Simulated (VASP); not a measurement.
Data:

```
CELL_PARAMETERS angstrom
     -1.90678     1.90678     3.81948
      1.90678    -1.90678     3.81948
      1.90678     1.90678    -3.81948
ATOMIC_POSITIONS crystal
  Ir 0.00000 0.00000 0.00000
  Rh 0.75000 0.25000 0.50000
  Rh 0.25000 0.75000 0.50000
  Rh 0.50000 0.50000 0.00000
```

The numbers are results of LDA (Ceperley-Alder, Perdew-Zunger), VASP's LDA PAW potentials (set 64) (plane waves; VASP 6.6.1), not measurements. Settings: 300 eV cut-off, 10×10×10 Γ-centred mesh, Gaussian smearing of 0.14 eV, potentials Ir Rh_pv.

Q: Give the energies of bands 18 to 31 at the high-symmetry points, in eV from the Fermi level.

A: 
| band | Γ | X | P | N | M | S | R |
|---|---|---|---|---|---|---|---|
| 18 | -3.99 | -3.35 | -2.97 | -4.07 | -2.26 | -3.59 | -3.41 |
| 19 | -3.27 | -3.34 | -2.85 | -3.93 | -2.16 | -3.52 | -3.34 |
| 20 | -3.23 | -3.29 | -2.85 | -3.35 | -1.63 | -2.85 | -3.14 |
| 21 | -3.23 | -3.28 | -2.83 | -3.18 | -1.63 | -1.83 | -3.09 |
| 22 | -1.36 | -2.01 | -2.12 | -1.60 | -1.46 | -1.78 | -1.42 |
| 23 | -1.25 | -1.97 | -2.06 | -1.50 | -1.46 | -1.51 | -1.29 |
| 24 | -1.01 | -1.25 | -2.06 | -1.40 | -0.37 | -1.40 | -1.29 |
| 25 | -1.00 | -1.03 | -2.03 | -1.39 | -0.11 | -1.34 | -1.25 |
| 26 | 0.66 | 0.30 | -0.20 | -1.37 | 0.57 | -0.93 | -0.80 |
| 27 | 0.87 | 0.43 | 0.02 | -1.27 | 0.78 | -0.72 | -0.61 |
| 28 | 1.11 | 0.55 | 0.04 | -0.01 | 0.87 | -0.71 | 0.55 |
| 29 | 1.11 | 0.61 | 0.04 | 0.32 | 1.12 | 0.08 | 0.62 |
| 30 | 1.39 | 0.72 | 2.30 | 0.65 | 1.12 | 1.12 | 1.02 |
| 31 | 2.83 | 0.80 | 2.30 | 0.91 | 1.38 | 1.75 | 1.06 |

It has no gap at this level: it comes out as a metal or semimetal.

The structure comes from a computed database's IrRh3 entry; how it stands against other phases isn't given here. The cell was not relaxed at this level.
